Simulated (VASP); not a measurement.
Output of a VASP run:

OSZICAR:
```
       N       E                     dE             d eps       ncg     rms          rms(c)
DAV:   1    -0.332966444753E+01   -0.33297E+01   -0.17279E+03 11946   0.515E+02
DAV:   2    -0.792478945672E+01   -0.45951E+01   -0.43848E+01 17916   0.600E+01
DAV:   3    -0.795459025041E+01   -0.29801E-01   -0.28957E-01 15234   0.442E+00
DAV:   4    -0.795464034205E+01   -0.50092E-04   -0.49905E-04 17598   0.137E-01
DAV:   5    -0.795464039360E+01   -0.51544E-07   -0.50816E-07 15000   0.211E-03    0.126E+00
DAV:   6    -0.793091223219E+01    0.23728E-01   -0.28873E-03 13152   0.752E-01    0.768E-01
DAV:   7    -0.792096967081E+01    0.99426E-02   -0.41635E-03 13308   0.773E-01    0.172E-02
DAV:   8    -0.792096820307E+01    0.14677E-05   -0.16691E-05 18462   0.399E-02    0.678E-03
DAV:   9    -0.792096865591E+01   -0.45284E-06   -0.45786E-07 14316   0.579E-03    0.521E-04
DAV:  10    -0.792096869186E+01   -0.35944E-07   -0.11349E-09 11394   0.323E-04
   1 F= -.79209687E+01 E0= -.79209667E+01  d E =-.608741E-05
```

**OUTCAR**
```
------------------------ aborting loop because EDIFF is reached ----------------------------------------
  FORCE on cell =-STRESS in cart. coord.  units (eV):
  Direction    XX          YY          ZZ          XY          YZ          ZX
  --------------------------------------------------------------------------------------
  Total       -0.1270950     -0.0437907      0.4227958     -0.5088088      0.0000000      0.0000000
  in kB      -12.9614043     -4.4658621     43.1175817    -51.8893634      0.0000000      0.0000000
  external PRESSURE =       8.5634384 kB  Pullay stress =       0.0000000 kB
  volume of cell :       15.71
      direct lattice vectors                 reciprocal lattice vectors
     1.130121382 -1.957427484  0.000000000     0.442430351 -0.255437304  0.000000000
     1.130121382  1.957427484  0.000000000     0.442430351  0.255437304  0.000000000
     0.000000000  0.000000000  3.550962320     0.000000000  0.000000000  0.281613802
 POSITION                                       TOTAL-FORCE (eV/Angst)
 -----------------------------------------------------------------------------------
      1.13012      0.65248      0.88774         0.699365     -0.156902      0.000000
      1.33012     -0.65248      2.66322        -0.699365      0.156902      0.000000
 -----------------------------------------------------------------------------------
    total drift:                               -0.000000      0.000000     -0.000000
  FREE ENERGIE OF THE ION-ELECTRON SYSTEM (eV)
  ---------------------------------------------------
  free  energy   TOTEN  =        -7.9209686919 eV

  energy  without entropy=       -7.9209626044  energy(sigma->0) =       -7.92096666
```
(Selected blocks of OUTCAR.)

### POSCAR
```
Be
1
    1.1301213818    -1.9574274841     0.0000000000
    1.1301213818     1.9574274841     0.0000000000
    0.0000000000     0.0000000000     3.5509623198
Be
2
Direct
  0.3333330000   0.6666670000   0.2500000000
  0.7551530703   0.4218190703   0.7500000000
```

Problem. Reconstruct the remaining input files.

Solution. One answer among several that fit: the input of the run itself, PBEsol GGA, plane waves, VASP's PBE PAW potentials (set 64).

### KPOINTS
```
Automatic mesh
0
Gamma
18 18 10
0 0 0
```

### INCAR
```
! general
SYSTEM = Be
PREC   = Accurate
ENCUT  = 480   ! plane-wave cut-off (eV)
LREAL  = .FALSE.
LASPH  = .TRUE.   ! aspherical one-centre terms

! electronic loop
EDIFF  = 1E-7
NELM   = 100
ALGO   = Normal

! smearing
ISMEAR = 1
SIGMA  = 0.1   ! width (eV)

! functional
GGA    = PS

! ions
ISIF   = 2

! output
LWAVE  = .FALSE.
LCHARG = .FALSE.
```

POTCAR, in this order: Be (PBE.64 set). Program: vasp_std.

The compound is Be in the hcp structure. This cell was strained or had an atom moved on purpose.
